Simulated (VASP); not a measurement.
The system is OsRh.

```
Rh Os
1.0
     3.15230    0.00000    0.00000
     0.00000    3.15230    0.00000
     0.00000    0.00000    3.15230
Rh Os
1 1
Direct
  0.50000 0.50000 0.50000
  0.00000 0.00000 0.00000
```

The cell was built by a generator and needn't be a form met in nature.

Base run:

| Item | Value |
| --- | --- |
| Program | VASP 6.6.1 |
| Functional | r2SCAN |
| Potentials or basis | VASP PAW PBE potentials, release 64 (Rh_pv, Os) |
| Cutoff | 520 eV |
| k mesh | 6 × 6 × 6 |
| Occupations | fermi-dirac, width 0.1 eV |
| Spin | no spin polarisation |

Its results: band gap on the k mesh none (metal or under the smearing width); pressure -23.5 GPa.

Question: The run is repeated on the same cell with these changes: further incar settings from ALGO = Normal; EDIFF = 1e-06; NBANDS = 18 to ALGO = Normal; EDIFF = 1e-07; NBANDS = 18; hubbard terms from none to Os d U = 3.0 eV. What comes out?

Answer: Band gap on the k mesh none (metal or under the smearing width); pressure -24.9 GPa.

Caveats: so large a pressure means that the cell lies far from this level's equilibrium, or that cutoff or potentials fall short (some runs); the potentials were made for another functional, which shifts forces and pressure (some runs); the PAW data sets were made with another functional, which shifts forces and pressure a little (some runs); U without spin polarisation on a metal has little footing (some runs); the U is typed as a test and isn't derived for this compound (some runs).
